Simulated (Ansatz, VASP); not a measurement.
# Cross-check of Si13Ge32H28 (H-capped Ge nanowire along [001] with a Si core) between VASP and Ansatz

One calculation is typed for both programs; each brings its own data sets. How far apart do they land? The cell is taken from a series of runs on this material, whose earlier steps may have relaxed, scaled, displaced or heated it; both programs get it as it stands.

Method: plane waves, with VASP 6.6.1 beside it; single point at PBEsol, in Ansatz 0.2.0.

### 1. The starting structure

The cell holds 73 atoms: 32 Ge, 13 Si and 28 H. Cell: a = 26.501 Å, b = 26.501 Å, c = 5.658 Å, α = 90.0°, β = 90.0°, γ = 90.0°. It derives from Ge (diamond-structure). As first built, before any earlier steps moved the atoms (in the runner's words): round section of size parameter 8.03 A cut from diamond-structure Ge (a = 5.658 A) along [001], 1 periods, broken bonds capped with H, Si core of radius 4.42 A. Vacuum lies along a and b. The structure's axis is c.

### 2. VASP: single point, PBEsol

A single point gives forces, pressure and levels at one fixed geometry, so differences don't come from the geometry; what else differs is listed under the comparison.

Lines of VASP's logs that name or quote its potential files are left out, and so is its time.

The input, INCAR:

```
SYSTEM = Si13Ge32H28
PREC = Accurate
ENCUT = 410
EDIFF = 1E-06
NELM = 120
ISMEAR = 0
SIGMA = 0.01
LREAL = Auto
ALGO = Normal
GGA = PS
NBANDS = 320
LORBIT = 11
LWAVE = .FALSE.
LCHARG = .FALSE.
ISIF = 2
LASPH = .TRUE.
GGA_COMPAT = .FALSE.
EFERMI = MIDGAP
KPAR = 2
```

The input, POSCAR:

```
Si13Ge32H28
1.0
   26.5009100000      0.0000000000      0.0000000000
    0.0000000000     26.5009100000      0.0000000000
    0.0000000000      0.0000000000      5.6580000000
Ge Si H
32 13 28
Direct
    0.3504000000      0.2736900000      0.4981300000
    0.2731600000      0.3486300000      0.0018000000
    0.3486700000      0.3481900000      0.2544000000
    0.3495100000      0.4234900000      0.5032600000
    0.2746100000      0.4246600000      0.7464600000
    0.2732500000      0.4996100000      0.0011900000
    0.3494400000      0.5753600000      0.4975300000
    0.2728800000      0.5752100000      0.7431700000
    0.2733200000      0.6502800000      0.0036900000
    0.3488400000      0.6489700000      0.2552900000
    0.3492000000      0.7273100000      0.5014100000
    0.4997100000      0.2739200000      0.4991100000
    0.4254000000      0.2743800000      0.7511200000
    0.4254600000      0.3479000000      0.9972900000
    0.4233100000      0.6504900000      0.0011500000
    0.5000700000      0.7267500000      0.5017900000
    0.4238100000      0.7261700000      0.7454100000
    0.6504100000      0.2732900000      0.4937200000
    0.5759100000      0.2735300000      0.7466800000
    0.5757200000      0.3505900000      0.0016100000
    0.6506100000      0.3484400000      0.2466100000
    0.6507000000      0.4239300000      0.4999100000
    0.6516500000      0.5748100000      0.4945600000
    0.5756000000      0.6493500000      0.9975900000
    0.6495200000      0.6513000000      0.2535400000
    0.6499400000      0.7262200000      0.4967800000
    0.5746900000      0.7266800000      0.7488500000
    0.7258200000      0.3491000000      0.0009600000
    0.7262200000      0.4240900000      0.7493700000
    0.7273200000      0.4987400000      0.0022900000
    0.7257000000      0.5756900000      0.7553400000
    0.7263800000      0.6507400000      0.0042800000
    0.3485600000      0.4987800000      0.2482500000
    0.4988200000      0.3488200000      0.2538100000
    0.5003200000      0.4244800000      0.5041300000
    0.4246700000      0.4262000000      0.7520100000
    0.4243000000      0.5009300000      0.9969600000
    0.5004200000      0.4999300000      0.2525100000
    0.5002800000      0.5758300000      0.4982500000
    0.4253400000      0.5767600000      0.7566000000
    0.4994900000      0.6513200000      0.2523900000
    0.5770400000      0.4250400000      0.7492400000
    0.5762800000      0.5009000000      0.9929700000
    0.6499400000      0.4999100000      0.2531700000
    0.5744100000      0.5745900000      0.7557800000
    0.3011700000      0.2734700000      0.6574100000
    0.3504300000      0.2241400000      0.3415200000
    0.2265400000      0.3492200000      0.1534200000
    0.2735600000      0.3019800000      0.8427900000
    0.2262400000      0.4236800000      0.5984000000
    0.2259800000      0.5000700000      0.1513800000
    0.2262500000      0.5758200000      0.5914500000
    0.2719400000      0.6974700000      0.8464200000
    0.2251600000      0.6522600000      0.1597900000
    0.3008500000      0.7256300000      0.6550500000
    0.3486900000      0.7736400000      0.3478100000
    0.5003500000      0.2264100000      0.3474200000
    0.4244100000      0.2270500000      0.9022400000
    0.5004000000      0.7739900000      0.3410700000
    0.4246500000      0.7726900000      0.9088600000
    0.6514900000      0.2267500000      0.3506000000
    0.6982800000      0.2729800000      0.6593700000
    0.5757700000      0.2268700000      0.9010700000
    0.6507100000      0.7735500000      0.3417200000
    0.6991500000      0.7269100000      0.6597100000
    0.5766500000      0.7741700000      0.9023000000
    0.7751100000      0.3481500000      0.1561100000
    0.7257700000      0.3026400000      0.8457900000
    0.7745500000      0.4233600000      0.5908200000
    0.7735700000      0.4992700000      0.1569800000
    0.7735100000      0.5744500000      0.5940300000
    0.7733200000      0.6514500000      0.1529800000
    0.7260200000      0.6975200000      0.8410700000
```

The input, KPOINTS:

```
Automatic mesh
0
Gamma
1 1 2
0 0 0
```

PAW data sets: Ge_d, Si and H (PBE family, release 64).

On the command line:

```bash
$ mpirun -np 8 vasp_std
```

Numbers of over 12 decimals in the logs are rounded to 6 here.

What it wrote:

```text
[banner, memory and clock lines left out]
running    8 mpi-ranks, on    1 nodes
[...]
|                                                                             |
|           W    W    AA    RRRRR   N    N  II  N    N   GGGG   !!!           |
|           W    W   A  A   R    R  NN   N  II  NN   N  G    G  !!!           |
|           W    W  A    A  R    R  N N  N  II  N N  N  G       !!!           |
|           W WW W  AAAAAA  RRRRR   N  N N  II  N  N N  G  GGG   !            |
|           WW  WW  A    A  R   R   N   NN  II  N   NN  G    G                |
|           W    W  A    A  R    R  N    N  II  N    N   GGGG   !!!           |
|                                                                             |
|     For optimal performance we recommend to set                             |
|       NCORE = 2 up to number-of-cores-per-socket                            |
|     NCORE specifies how many cores store one orbital (NPAR=cpu/NCORE).      |
|     This setting can greatly improve the performance of VASP for DFT.       |
[...]
|                                                                             |
|     You enforced a specific xc type in the INCAR file but a different       |
|     [... a line on the potential file left out ...]
|     I HOPE YOU KNOW WHAT YOU ARE DOING!                                     |
|                                                                             |

 LDA part: xc-table for (Slater+PW92), standard interpolation
 POSCAR, INCAR and KPOINTS ok, starting setup
[...]
entering main loop
       N       E                     dE             d eps       ncg     rms          rms(c)
DAV:   1     0.533372550926E+04    0.53337E+04   -0.21512E+05  1376   0.187E+03
DAV:   2     0.598627875991E+03   -0.47351E+04   -0.45862E+04  1704   0.439E+02
DAV:   3    -0.254001377598E+03   -0.85263E+03   -0.83092E+03  1768   0.202E+02
DAV:   4    -0.322714152595E+03   -0.68713E+02   -0.68102E+02  1456   0.640E+01
[...]
DAV:  28    -0.315660675111E+03   -0.13046E-05   -0.64652E-08   896   0.177E-03    0.143E-04
DAV:  29    -0.315660676225E+03   -0.11143E-05   -0.57297E-08   880   0.116E-03    0.843E-05
DAV:  30    -0.315660676923E+03   -0.69728E-06   -0.30523E-08   864   0.955E-04
   1 F= -.31566068E+03 E0= -.31566068E+03  d E =0.000000E+00
```

From OUTCAR (step 2):

```text
  FREE ENERGIE OF THE ION-ELECTRON SYSTEM (eV)
  ---------------------------------------------------
  free  energy   TOTEN  =      -315.6606769227 eV

  energy  without entropy=     -315.6606769227  energy(sigma->0) =     -315.66067692

[... 1 further part left out ...]
```

### 3. Ansatz: single point, PBEsol

Ansatz runs on its default PAW (the set named soft_2) files.

The same cell, functional and mesh now go to Ansatz, which takes its cutoff from its data sets.

The input, input.yaml:

```yaml
crystal:
  lattice:
    - [26.50091, 0.0, 0.0]
    - [0.0, 26.50091, 0.0]
    - [0.0, 0.0, 5.658]
  atoms:
    - { symbol: Ge, position: [0.3504, 0.27369, 0.49813] }
    - { symbol: Ge, position: [0.27316, 0.34863, 0.0018] }
    - { symbol: Ge, position: [0.34867, 0.34819, 0.2544] }
    - { symbol: Ge, position: [0.34951, 0.42349, 0.50326] }
    - { symbol: Ge, position: [0.27461, 0.42466, 0.74646] }
    - { symbol: Ge, position: [0.27325, 0.49961, 0.00119] }
    - { symbol: Si, position: [0.34856, 0.49878, 0.24825] }
    - { symbol: Ge, position: [0.34944, 0.57536, 0.49753] }
    - { symbol: Ge, position: [0.27288, 0.57521, 0.74317] }
    - { symbol: Ge, position: [0.27332, 0.65028, 0.00369] }
    - { symbol: Ge, position: [0.34884, 0.64897, 0.25529] }
    - { symbol: Ge, position: [0.3492, 0.72731, 0.50141] }
    - { symbol: Ge, position: [0.49971, 0.27392, 0.49911] }
    - { symbol: Ge, position: [0.4254, 0.27438, 0.75112] }
    - { symbol: Ge, position: [0.42546, 0.3479, 0.99729] }
    - { symbol: Si, position: [0.49882, 0.34882, 0.25381] }
    - { symbol: Si, position: [0.50032, 0.42448, 0.50413] }
    - { symbol: Si, position: [0.42467, 0.4262, 0.75201] }
    - { symbol: Si, position: [0.4243, 0.50093, 0.99696] }
    - { symbol: Si, position: [0.50042, 0.49993, 0.25251] }
    - { symbol: Si, position: [0.50028, 0.57583, 0.49825] }
    - { symbol: Si, position: [0.42534, 0.57676, 0.7566] }
    - { symbol: Ge, position: [0.42331, 0.65049, 0.00115] }
    - { symbol: Si, position: [0.49949, 0.65132, 0.25239] }
    - { symbol: Ge, position: [0.50007, 0.72675, 0.50179] }
    - { symbol: Ge, position: [0.42381, 0.72617, 0.74541] }
    - { symbol: Ge, position: [0.65041, 0.27329, 0.49372] }
    - { symbol: Ge, position: [0.57591, 0.27353, 0.74668] }
    - { symbol: Ge, position: [0.57572, 0.35059, 0.00161] }
    - { symbol: Ge, position: [0.65061, 0.34844, 0.24661] }
    - { symbol: Ge, position: [0.6507, 0.42393, 0.49991] }
    - { symbol: Si, position: [0.57704, 0.42504, 0.74924] }
    - { symbol: Si, position: [0.57628, 0.5009, 0.99297] }
    - { symbol: Si, position: [0.64994, 0.49991, 0.25317] }
    - { symbol: Ge, position: [0.65165, 0.57481, 0.49456] }
    - { symbol: Si, position: [0.57441, 0.57459, 0.75578] }
    - { symbol: Ge, position: [0.5756, 0.64935, 0.99759] }
    - { symbol: Ge, position: [0.64952, 0.6513, 0.25354] }
    - { symbol: Ge, position: [0.64994, 0.72622, 0.49678] }
    - { symbol: Ge, position: [0.57469, 0.72668, 0.74885] }
    - { symbol: Ge, position: [0.72582, 0.3491, 0.00096] }
    - { symbol: Ge, position: [0.72622, 0.42409, 0.74937] }
    - { symbol: Ge, position: [0.72732, 0.49874, 0.00229] }
    - { symbol: Ge, position: [0.7257, 0.57569, 0.75534] }
    - { symbol: Ge, position: [0.72638, 0.65074, 0.00428] }
    - { symbol: H, position: [0.30117, 0.27347, 0.65741] }
    - { symbol: H, position: [0.35043, 0.22414, 0.34152] }
    - { symbol: H, position: [0.22654, 0.34922, 0.15342] }
    - { symbol: H, position: [0.27356, 0.30198, 0.84279] }
    - { symbol: H, position: [0.22624, 0.42368, 0.5984] }
    - { symbol: H, position: [0.22598, 0.50007, 0.15138] }
    - { symbol: H, position: [0.22625, 0.57582, 0.59145] }
    - { symbol: H, position: [0.27194, 0.69747, 0.84642] }
    - { symbol: H, position: [0.22516, 0.65226, 0.15979] }
    - { symbol: H, position: [0.30085, 0.72563, 0.65505] }
    - { symbol: H, position: [0.34869, 0.77364, 0.34781] }
    - { symbol: H, position: [0.50035, 0.22641, 0.34742] }
    - { symbol: H, position: [0.42441, 0.22705, 0.90224] }
    - { symbol: H, position: [0.5004, 0.77399, 0.34107] }
    - { symbol: H, position: [0.42465, 0.77269, 0.90886] }
    - { symbol: H, position: [0.65149, 0.22675, 0.3506] }
    - { symbol: H, position: [0.69828, 0.27298, 0.65937] }
    - { symbol: H, position: [0.57577, 0.22687, 0.90107] }
    - { symbol: H, position: [0.65071, 0.77355, 0.34172] }
    - { symbol: H, position: [0.69915, 0.72691, 0.65971] }
    - { symbol: H, position: [0.57665, 0.77417, 0.9023] }
    - { symbol: H, position: [0.77511, 0.34815, 0.15611] }
    - { symbol: H, position: [0.72577, 0.30264, 0.84579] }
    - { symbol: H, position: [0.77455, 0.42336, 0.59082] }
    - { symbol: H, position: [0.77357, 0.49927, 0.15698] }
    - { symbol: H, position: [0.77351, 0.57445, 0.59403] }
    - { symbol: H, position: [0.77332, 0.65145, 0.15298] }
    - { symbol: H, position: [0.72602, 0.69752, 0.84107] }
kpoints:
  mp_grid: { grid: [1, 1, 2] }
hamiltonian:
  xc: pbesol
scf:
  occupations: { method: fixed }
output:
  forces: true
  populations: true
  dos:
    method: { smearing: { sigma: 0.15 } }
    de: 0.1
    projected:
      site_lists:
        Ge: [Ge]
        H: [H]
        Si: [Si]
        wire: [0, 1, 2, 3, 4, 5, 6, 7, 8, 9, 10, 11, 12, 13, 14, 15, 16, 17, 18, 19, 20, 21, 22, 23, 24, 25, 26, 27, 28, 29, 30, 31, 32, 33, 34, 35, 36, 37, 38, 39, 40, 41, 42, 43, 44]
        hydrogen: [45, 46, 47, 48, 49, 50, 51, 52, 53, 54, 55, 56, 57, 58, 59, 60, 61, 62, 63, 64, 65, 66, 67, 68, 69, 70, 71, 72]
  eigenvalues: true
```

On the command line:

```bash
$ ansatz run input.yaml --threads 6 --pin off --max-ram 102400MiB --backend cuda --events-out ev --progress --plain --runs-dir out
```

What it wrote:

```text
Engine: ansatz 0.2.0, x86_64-unknown-linux-gnu
Pseudopotentials: kind: paw
Pseudopotential: Ge, paw, valence charge 14, recommended cutoff 420 eV (normal), Ge.paw.azcp
Pseudopotential: Si, paw, valence charge 4, recommended cutoff 420 eV (normal), Si.paw.azcp
Pseudopotential: H, paw, valence charge 1, recommended cutoff 420 eV (normal), H.paw.azcp
Functional definition: PBEsol
  exchange = pbesol_x
  correlation = pbesol_c
device memory: the entry about to start is reckoned to put 16.1 GiB on a device that reports 78.6 GiB free
GPU FFT provider: cuFFT
GPU libraries: cuBLAS 13.8.2, cuFFT 12.4.0, cuSOLVER 12.3.4
Crystal: 73 atoms, lattice volume = 3973.603 Å³
Basis set: ecut = 420 eV, 77807 PW (Γ), exchange–correlation on 360×360×80 points (8 copies of the dense FFT grid, shifted against one another)
Bands: 337, of which v1, the nominal top of the filled ones, is band 264 counted from 1 (263 counted from 0)
Symmetry: 1 space group operations
Space group: P1 (ITA 1), of the structure as read, at distance tolerance 1.6e-4 Å
k-points: 2
Non-local potential: Ge, projectors of the file, l = 0: 2, l = 1: 2, l = 2: 3, l = 3: 1
Non-local potential: Si, projectors of the file, l = 0: 2, l = 1: 2, l = 2: 2
Non-local potential: H, projectors of the file, l = 0: 2, l = 1: 1
PAW form: soft (Blöchl's): semilocal exchange-correlation on the pseudo side does not see the compensation charge
PAW frozen core: Ge, regenerated for the run's functional, and the local potential with it (the file was generated under x = pbe(κ = 0.804, μ = 0.219515), c = pbe(β = 0.066725))
PAW frozen core: Si, regenerated for the run's functional, and the local potential with it (the file was generated under x = pbe(κ = 0.804, μ = 0.219515), c = pbe(β = 0.066725))
PAW one-centre angular grid: Ge, 590 points (default); XC on 64 Gauss nodes
PAW one-centre angular grid: Si, 110 points (default); XC on 64 Gauss nodes
PAW one-centre angular grid: H, 110 points (default); XC on 64 Gauss nodes
Initial density: superposition of atomic densities (neutral atoms: chi_scale 0, normalization atom), corrected by the library's trained network
Initial wavefunctions: pseudopotential atomic-orbital guess
GPU buffer pool allocated for 1296000 grid points (all kernels)
GPU transforms: local potential and band sums: pruned to the plane-wave sphere, on 180×180×40
Functional: x = pbesol(κ = 0.804, μ = 0.123457), c = pbesol(β = 0.046)
SCF iter   1: F=—  HF=-144620.092142 eV  |F-HF|=—  |Δ(HF+E_count)|=         —  Δρ=2.48e-3  dr2=6.87e-1  ethr=1.77e-3  ⟨swp⟩=5.0  Hψ=2145  notcnv=0  defer=138
preconditioner: auto → Resta (q_TF=auto, 1.949 Å⁻¹)  ε∞=2.0  [insulator: Δε(μ)=1.846 eV  Ē_g=8.697 eV  n_scr=502 (ndim 8)  ℏωp=8.5 eV  f_vac=0.661  ε∞_Penn≈2.0  vacuum switching on, ρ_ref=5.5e-3 e/Å³]
SCF iter   2: F=—  HF=-144620.037708 eV  |F-HF|=—  |Δ(HF+E_count)|=   5.44e-2  Δρ=1.19e-3  dr2=4.97e-1  ethr=1.30e-4  ⟨swp⟩=3.0  Hψ=910  notcnv=0  defer=140
SCF iter   3: F=—  HF=-144619.990774 eV  |F-HF|=—  |Δ(HF+E_count)|=   4.69e-2  Δρ=7.14e-4  dr2=6.38e-2  ethr=9.41e-5  ⟨swp⟩=4.0  Hψ=668  notcnv=0  defer=142
SCF iter   4: F=—  HF=-144619.993691 eV  |F-HF|=—  |Δ(HF+E_count)|=   2.92e-3  Δρ=2.88e-4  dr2=6.81e-3  ethr=1.21e-5  ⟨swp⟩=3.0  Hψ=647  notcnv=0  defer=142
SCF iter   5: F=—  HF=-144619.998396 eV  |F-HF|=—  |Δ(HF+E_count)|=   4.71e-3  Δρ=8.88e-5  dr2=6.45e-4  ethr=1.29e-6  ⟨swp⟩=2.0  Hψ=719  notcnv=0  defer=142
SCF iter   6: F=—  HF=-144619.998090 eV  |F-HF|=—  |Δ(HF+E_count)|=   3.06e-4  Δρ=3.33e-5  dr2=1.40e-4  ethr=1.22e-7  ⟨swp⟩=2.0  Hψ=746  notcnv=0  defer=137
SCF iter   7: F=—  HF=-144619.998158 eV  |F-HF|=—  |Δ(HF+E_count)|=   6.78e-5  Δρ=1.80e-5  dr2=5.47e-5  ethr=2.65e-8  ⟨swp⟩=2.0  Hψ=668  notcnv=0  defer=136
SCF iter   8: F=—  HF=-144619.999031 eV  |F-HF|=—  |Δ(HF+E_count)|=   8.72e-4  Δρ=8.70e-6  dr2=4.71e-6  ethr=1.04e-8  ⟨swp⟩=2.0  Hψ=754  notcnv=0  defer=136
SCF iter   9: F=—  HF=-144619.999039 eV  |F-HF|=—  |Δ(HF+E_count)|=   8.10e-6  Δρ=3.14e-6  dr2=9.26e-7  ethr=8.92e-10  ⟨swp⟩=2.0  Hψ=746  notcnv=0  defer=136
SCF iter  10: F=—  HF=-144619.999040 eV  |F-HF|=—  |Δ(HF+E_count)|=   1.48e-6  Δρ=1.22e-6  dr2=2.35e-7  ethr=1.75e-10  ⟨swp⟩=2.0  Hψ=746  notcnv=0  defer=136
SCF iter  11: F=-144619.999040 eV  HF=-144619.999040 eV  |F-HF|=1.64e-7  |Δ(HF+E_count)|=   8.15e-8  Δρ=5.33e-7  dr2=1.55e-8  ethr=1.89e-11  ⟨swp⟩=18.0  Hψ=3782  notcnv=0
SCF 1 converged in 11 iterations: F = -144619.999040 eV  dr2 = 1.55e-8
  greatest PAW one-centre occupation: 0.998 electrons in one spin orbital (limit 2), on the Ge atom at site 26 (counted from 0), in its partial waves of l = 2
SCF converged after 11 iterations
Free energy (F): -144619.999040 eV
Harris-Foulkes:  -144619.999040 eV  (|F-HF|=1.64e-7)
Internal energy: -144619.999040 eV  (E = F + TS)
E sigma→0 (E₀):  -144619.999040 eV
Fermi energy:    -1.917218 eV
--- Per-component energies (eV) ---
[...]
atom  70  H      0.58840676    -0.01117986     0.40669719
  atom  71  H     -0.07287446     0.04052673     0.07580274
  atom  72  H      0.58490432    -0.03681319     0.45067267
  atom  73  H      0.15055175    -0.00620642     0.17296144
  max |Σ_I F_I| component: 1.31e-5 eV/Å
--- Band table (eV) ---
  k-point 0: bands = [... 260 lower, -2.1510, -2.0454, -1.9775, -1.9172, -0.0767, -0.0393, -0.0265, 0.0056, ... 69 higher]
  k-point 1: bands = [... 260 lower, -2.6718, -2.6230, -2.6094, -2.4790, 0.1370, 0.1556, 0.1888, 0.2868, ... 69 higher]
--- Löwdin populations: 73 sites ---
  site symbol       q [e]
     0     Ge     13.8733
     1     Ge     13.8584
     2     Ge     13.9962
     3     Ge     14.0175
     4     Ge     13.9358
     5     Ge     13.9454
     6     Si      3.9209
     7     Ge     14.0213
     8     Ge     13.9313
     9     Ge     13.8699
    10     Ge     13.9931
    11     Ge     13.8568
    12     Ge     13.9468
    13     Ge     13.9268
    14     Ge     14.0223
    15     Si      3.9180
    16     Si      3.9756
    17     Si      3.9326
    18     Si      3.9750
    19     Si      3.9747
    20     Si      3.9748
    21     Si      3.9342
    22     Ge     14.0223
    23     Si      3.9234
[...]
65      H      1.0111
    66      H      1.0188
    67      H      1.0241
    68      H      1.0141
    69      H      1.0086
    70      H      1.0202
    71      H      1.0131
    72      H      1.0256
  spilling = 0.003694 (of n_electrons = 528.000000)
```

### 4. Differences

Known differences besides the potentials themselves: fixed occupations in Ansatz, narrow Gaussian smearing in VASP; the cutoff is 420 eV in Ansatz and 410 eV in VASP (PREC = Accurate, projectors in real space); Ansatz makes its cores anew for this functional, VASP keeps those of its PBE data sets. Total energies have different zeros and are not compared.

Compared:

```tsv
quantity	Ansatz	VASP	difference
gap on the k mesh (eV)	1.841	1.841	-0.001
```

Forces on 8 of the 73 atoms, those with the largest forces and the largest differences (eV/Å; atoms numbered as in POSCAR):

```tsv
atom	Ansatz x, y, z	VASP x, y, z
Ge2	0.639, 0.760, -0.140	0.619, 0.744, -0.137
Ge6	0.850, 0.132, -0.568	0.831, 0.132, -0.559
Ge8	0.805, 0.048, 0.919	0.787, 0.048, 0.908
Ge18	0.065, 0.866, 0.878	0.076, 0.842, 0.871
Ge28	0.467, 0.709, 0.564	0.477, 0.693, 0.559
Ge30	-1.293, 0.239, -0.321	-1.273, 0.239, -0.312
H61	-0.032, -1.008, -0.753	-0.034, -0.982, -0.738
H68	0.143, -0.409, -0.128	0.145, -0.387, -0.111
```

The forces differ by 10.0 meV/Å r.m.s., which is 2.7 % of the r.m.s. force of 0.375 eV/Å (both taken over all components). A gap on the mesh is an upper bound, since the band edges may lie between its points. With vacuum in the cell, a pressure given here is an average over mostly empty space and none of the material.

### 5. Outcome

```
r.m.s. force difference (single point, PBEsol) : 2.7 % of the r.m.s. force
```

What this shows: The r.m.s. force difference is 2.7 % of the r.m.s. force (single point, PBEsol), within the 3 % picked in this series as the mark of a large difference. Such differences can come from data sets, numerical settings and the points named under the comparisons, not from the functional's error against experiment.

[Lines on the potential files, build, host, timing and source positions are cut from VASP's logs without a mark.]

[Logs are printed without paths, hosts, clocks, repeated set-up lines and the standing remarks that a program may print on its own settings, such as how far it seeks lower states.]

[Hosts, paths, dates, database ids (printed as entryN), source tags and the programs' standing remarks are cut or masked in the printed files.]
